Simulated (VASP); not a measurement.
Computed with LDA (Ceperley-Alder, Perdew-Zunger), VASP's LDA PAW potentials (set 64) (plane waves; VASP).

Input for VASP

### KPOINTS
```
Automatic mesh
0
Gamma
15 15 15
0 0 0
```

**INCAR**
```
ALGO  =  Normal
EDIFF  =  1E-6
EDIFFG  =  -0.02
ENCUT  =  620
IBRION  =  2
ISIF  =  3
ISMEAR  =  1
LASPH  =  T
LCHARG  =  F
LREAL  =  F
LWAVE  =  F
NELM  =  100
NSW  =  40
PREC  =  Accurate
SIGMA  =  0.1
SYSTEM  =  Li
```

File POSCAR:
```
Li
1
   -1.6766740298     1.6766740298     1.6766740298
    1.6766740298    -1.6766740298     1.6766740298
    1.6766740298     1.6766740298    -1.6766740298
Li
1
Direct
  0.0000000000   0.0000000000   0.0000000000
```

POTCAR, in this order: Li_sv (LDA.64 set). Program: vasp_std.

Task: Predict the energy per atom (σ→0), band gap (on the k-mesh).

Result: 
```yaml
energy per atom (σ→0): -2043 meV/atom
band gap (on the k-mesh): none (metal, semimetal or under 0.01 eV)
```

File OSZICAR:
```
...
DAV:   3    -0.204009384141E+01   -0.13469E+00   -0.13466E+00  1480   0.106E+01
DAV:   4    -0.204408651280E+01   -0.39927E-02   -0.39897E-02  1605   0.163E+00
DAV:   5    -0.204411834414E+01   -0.31831E-04   -0.31831E-04  1515   0.140E-01    0.193E-01
DAV:   6    -0.204332349024E+01    0.79485E-03   -0.43233E-04  2060   0.132E-01    0.111E-01
DAV:   7    -0.204297500106E+01    0.34849E-03   -0.10375E-03  2165   0.202E-01    0.329E-02
DAV:   8    -0.204297680061E+01   -0.17995E-05   -0.17219E-05  1340   0.584E-02    0.261E-03
DAV:   9    -0.204297703308E+01   -0.23247E-06   -0.13706E-06  1115   0.154E-02
   1 F= -.20429770E+01 E0= -.20429512E+01  d E =-.204298E+01
```

The compound is Li in the bcc structure. It was relaxed first, which changed the volume by -11 %.
